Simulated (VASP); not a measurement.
Here is the system:

```xyz
1
Lattice="-1.6830 1.6830 1.6830 1.6830 -1.6830 1.6830 1.6830 1.6830 -1.6830" Properties=species:S:1:pos:R:3 pbc="T T T"
Ta     0.0000     0.0000     0.0000
```

These are PBE GGA, VASP's PBE PAW potentials (set 64) (plane waves; VASP 6.6.1) values and carry that method's errors. Run with 400 eV cut-off, 11×11×11 Γ-centred mesh, first-order Methfessel-Paxton smearing of 0.10 eV, potentials Ta_pv.

Unless said otherwise, spin-orbit coupling is left out, though it shifts the bands of the heavy elements here.

Task: Estimate the energy per atom (σ→0), pressure, band gap (on the k-mesh) with the smallest direct gap where there is one.

Result: 
| Item | Value |
|---|---|
| band gap (on the k-mesh) | none (metal, semimetal or under 0.01 eV) |
| energy per atom (σ→0) | -11.794 eV/atom |
| pressure | -8.06 GPa |

Total energies compare only between runs with the same potentials, cut-off and functional.

The compound is Ta in the bcc structure. The cell was not relaxed at this level.
